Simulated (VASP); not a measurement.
Shape and ions are relaxed at each volume.

Data:

```xyz
4
Lattice="1.6667 -5.1640 0.0000 1.6667 5.1640 0.0000 0.0000 0.0000 4.2418" Properties=species:S:1:pos:R:3 pbc="T T T"
P      1.6667     4.0764     3.9287
P      1.6667     1.0876     1.8078
P      1.6667    -1.0876     2.4340
P      1.6667    -4.0764     0.3131
```

Computed with vdW-DF-cx, VASP's PBE PAW potentials (set 64) (plane waves; VASP 6.6.1). Numerical set-up: 520 eV cut-off, 10×10×7 Γ-centred mesh, first-order Methfessel-Paxton smearing of 0.10 eV, potentials P.

Question: Give the energy at these volumes per atom, relative to the lowest: 17.12, 17.66, 18.21, 18.75, 19.30 Å³.

Answer: 7.3, 1.9, 0.0, 1.2, 4.7 meV/atom. A third-order Birch-Murnaghan fit gives B0 = 28.3 GPa and B0′ = 5.7.

Measured: bulk modulus 29.8 GPa (computed value off by -5.1 %), as given by Hermann Muhammad et al., Nanoscale (2024), arXiv:2307.07533. The calculation is for a static lattice, while the measured bulk modulus holds thermal and zero-point effects, which are part of the difference.

The compound is P in the black structure. It was relaxed first.
